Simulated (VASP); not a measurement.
Level of theory: PBE GGA, VASP's PBE PAW potentials (set 64) (plane waves; VASP).

A VASP calculation is set up with these files.

### KPOINTS
```
Automatic mesh
0
Monkhorst-Pack
8 8 8
0 0 0
```

POSCAR:
```
Al
1
    0.0000000000     2.0655000000     2.0655000000
    2.0655000000     0.0000000000     2.0655000000
    2.0655000000     2.0655000000     0.0000000000
Al
1
Direct
  0.0000000000   0.0000000000   0.0000000000
```

INCAR:
```
! general
SYSTEM=Al
PREC  =Accurate
ENCUT =400
LREAL =F   ! projection in real space or not
LASPH =T   ! aspherical one-centre terms

! electronic loop
EDIFF =1E-6   ! SCF stop (eV)
NELM  =100   ! most electronic steps
ALGO  =Normal   ! blocked Davidson

! smearing
ISMEAR=1   ! Methfessel-Paxton
SIGMA =0.1

! functional
GGA   =PE

! ions
ISIF  =2   ! forces and stress, cell fixed

! output
LWAVE =F
LCHARG=F
```

POTCAR, in this order: Al (PBE.64 set). Program: vasp_std.

What VASP printed:

**OSZICAR**
```
       N       E                     dE             d eps       ncg     rms          rms(c)
DAV:   1    -0.186946031354E+01   -0.18695E+01   -0.67680E+02   665   0.244E+02
DAV:   2    -0.374062834574E+01   -0.18712E+01   -0.17345E+01   830   0.268E+01
DAV:   3    -0.375347749792E+01   -0.12849E-01   -0.12849E-01   800   0.276E+00
DAV:   4    -0.375351816161E+01   -0.40664E-04   -0.40664E-04   755   0.153E-01
DAV:   5    -0.375351853376E+01   -0.37215E-06   -0.37158E-06   825   0.125E-02    0.120E+00
DAV:   6    -0.374078955479E+01    0.12729E-01   -0.20794E-03   685   0.335E-01    0.698E-01
DAV:   7    -0.373156774846E+01    0.92218E-02   -0.61586E-03   685   0.538E-01    0.135E-01
DAV:   8    -0.373156109738E+01    0.66511E-05   -0.28252E-05   730   0.557E-02    0.794E-03
DAV:   9    -0.373155983666E+01    0.12607E-05   -0.11217E-06   735   0.682E-03    0.135E-03
DAV:  10    -0.373155932287E+01    0.51380E-06   -0.73782E-09   400   0.854E-04
   1 F= -.37315593E+01 E0= -.37316792E+01  d E =0.359510E-03
```

OUTCAR:
```
------------------------ aborting loop because EDIFF is reached ----------------------------------------
  FORCE on cell =-STRESS in cart. coord.  units (eV):
  Direction    XX          YY          ZZ          XY          YZ          ZX
  --------------------------------------------------------------------------------------
  Total       -0.5045297     -0.5045297     -0.5045297      0.0000000      0.0000000      0.0000000
  in kB      -45.8660905    -45.8660905    -45.8660905      0.0000000      0.0000000      0.0000000
  external PRESSURE =     -45.8660905 kB  Pullay stress =       0.0000000 kB
  volume of cell :       17.62
      direct lattice vectors                 reciprocal lattice vectors
     0.000000000  2.065500000  2.065500000    -0.242072137  0.242072137  0.242072137
     2.065500000  0.000000000  2.065500000     0.242072137 -0.242072137  0.242072137
     2.065500000  2.065500000  0.000000000     0.242072137  0.242072137 -0.242072137
 POSITION                                       TOTAL-FORCE (eV/Angst)
 -----------------------------------------------------------------------------------
      0.00000      0.00000      0.00000        -0.000000      0.000000      0.000000
 -----------------------------------------------------------------------------------
    total drift:                                0.000000      0.000000     -0.000000
  FREE ENERGIE OF THE ION-ELECTRON SYSTEM (eV)
  ---------------------------------------------------
  free  energy   TOTEN  =        -3.7315593229 eV

  energy  without entropy=       -3.7319188325  energy(sigma->0) =       -3.73167916
```
(Selected blocks of OUTCAR.)

The compound is Al in the fcc structure. The cell was not relaxed at this level. The k-mesh is coarse (spacing up to 0.33 per Å, 2π included), so the numbers may not be converged in it. The run is one of a series of settings (KPOINTS 8×8×8 Monkhorst-Pack mesh against the base run), some of them coarse on purpose.
